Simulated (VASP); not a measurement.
Crystal: InAs.

```
In As
1.0
     0.00000    3.01800    3.01800
     3.01800    0.00000    3.01800
     3.01800    3.01800    0.00000
In As
1 1
Direct
  0.00000 0.00000 0.00000
  0.25000 0.25000 0.25000
```

The cell was built by a generator and needn't be a form met in nature.

```yaml
Program: VASP 6.6.1
Task: relaxation of cell and atoms
Functional: r2SCAN
Potentials_or_basis: VASP PAW PBE potentials, release 64 (In_d, As)
Cutoff: 600 eV
k_mesh: 10 × 10 × 10
Occupations: gaussian, width 0.03 eV
Spin: no spin polarisation
```

At the start: pressure 2.3 GPa; volume 27.49 Å³/atom.

Q: How do energy, volume and symmetry change on relaxing?

A: Over 3 steps the energy falls by 6.9 meV/atom and the volume is 28.52 Å³/atom (+3.7 %); space group F-43m (No. 216, to 0.05 Å).

Step by step:
```tsv
step	energy change (eV)	largest force (eV/Å)	pressure (GPa)	volume (Å³)
1	0.0000	0.0000	2.29	54.98
2	-0.0100	0.0000	-1.84	58.16
3	-0.0139	0.0000	-0.03	57.03
```

Final structure:
```cif
data_structure
_symmetry_space_group_name_H-M 'P 1'
_symmetry_Int_Tables_number 1
_cell_length_a 4.3206
_cell_length_b 4.3206
_cell_length_c 4.3206
_cell_angle_alpha 60.000
_cell_angle_beta 60.000
_cell_angle_gamma 60.000
_cell_volume 57.03
loop_
_atom_site_label
_atom_site_type_symbol
_atom_site_fract_x
_atom_site_fract_y
_atom_site_fract_z
_atom_site_occupancy
In1 In 0.00000 0.00000 0.00000 1
As1 As 0.25000 0.25000 0.25000 1
```

Caveat: the PAW data sets were made with another functional, which shifts forces and pressure a little.
